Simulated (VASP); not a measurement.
Level of theory: PBEsol GGA, VASP's PBE PAW potentials (set 64) (plane waves; VASP 6.6.1).

Input for VASP

KPOINTS:
```
kpoints
0
G
  12 12 7
0 0 0
```

File POSCAR:
```
Mg
1
    1.6050000000    -2.7799420000     0.0000000000
    1.6050000000     2.7799420000     0.0000000000
    0.0000000000     0.0000000000     5.2100000000
Mg
2
Direct
  0.3333330000   0.6666670000   0.2500000000
  0.6666670000   0.3333330000   0.7500000000
```

**INCAR**
```
ALGO = Normal
EDIFF = 1E-6
EDIFFG = -0.01
ENCUT = 400
GGA = PS
IBRION = 2
ISIF = 3
ISMEAR = 1
LASPH = T
LCHARG = F
LREAL = F
LWAVE = F
NELM = 100
NSW = 60
PREC = Accurate
SIGMA = 0.1
SYSTEM = Mg
```

POTCAR, in this order: Mg (PBE.64 set). Program: vasp_std.

Energy and stress use the plane-wave basis of the starting cell.

Problem. Predict the energy per atom (σ→0), volume per atom, band gap (on the k-mesh).

Solution. 
- energy per atom (σ→0): -1.725 eV/atom
- band gap (on the k-mesh): none (metal, semimetal or under 0.01 eV)
- volume per atom: 22.45 Å^3/atom

**OSZICAR**
```
...
DAV:   3    -0.344892272099E+01    0.12118E-05   -0.14620E-06   816   0.513E-03    0.163E-04
DAV:   4    -0.344892272032E+01    0.67229E-09   -0.32154E-08   540   0.139E-03
   4 F= -.34489227E+01 E0= -.34490508E+01  d E =-.291469E-03
       N       E                     dE             d eps       ncg     rms          rms(c)
DAV:   1    -0.344899619133E+01   -0.73470E-04   -0.51746E-04  1272   0.125E-01    0.833E-03
DAV:   2    -0.344899504211E+01    0.11492E-05   -0.27815E-06  1020   0.126E-02    0.516E-03
DAV:   3    -0.344899414442E+01    0.89768E-06   -0.94145E-07   678   0.407E-03
   5 F= -.34489941E+01 E0= -.34491407E+01  d E =-.362893E-03
```

The compound is Mg in the hcp structure. This run relaxes it. Symmetry was kept, so distortions that lower it aren't found.
